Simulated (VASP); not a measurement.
BaTiO$_{3}$ (cubic perovskite): the band gap from VASP (plane waves, PAW) at several levels of theory. Gaps are without spin-orbit coupling. Each level names its cell: its own relaxed one, PBE's, or the starting one. A gap is the smallest over the k-mesh and a band path; hybrids may have named points in place of the path, and GW has the mesh alone.

| level | band gap (eV) | error against measurement (eV) |
|---|---|---|
| LDA (own cell) | 1.72 | -1.48 |
| PBE (own cell) | 1.70 | -1.50 |
| PBEsol (own cell) | 1.72 | -1.48 |
| SCAN (own cell) | 2.14 | -1.06 |
| r2SCAN (own cell) | 2.12 | -1.08 |

Measured: 3.20 eV (as given by Yu-ichiro Matsushita et al., Physical Review B (2011), arXiv:1104.2769).

The cell of the LDA (own cell) run:

```
BaTiO3
1.0
    3.95255     0.00000     0.00000
    0.00000     3.95255     0.00000
    0.00000     0.00000     3.95255
Ba Ti O
1 1 3
Direct
  0.00000   0.00000   0.00000
  0.50000   0.50000   0.50000
  0.50000   0.00000   0.50000
  0.00000   0.50000   0.50000
  0.50000   0.50000   0.00000
```

Only levels that ran to the end are used. Left out are those held back, those with too coarse a band path, GW runs whose mesh misses a band edge, hybrids' fits of cells that aren't cubic and levels without matching references; a question may draw on a part of the rest.

The compound is BaTiO3 in the cubic perovskite structure, the ideal cubic form; the compound distorts at low or room temperature.
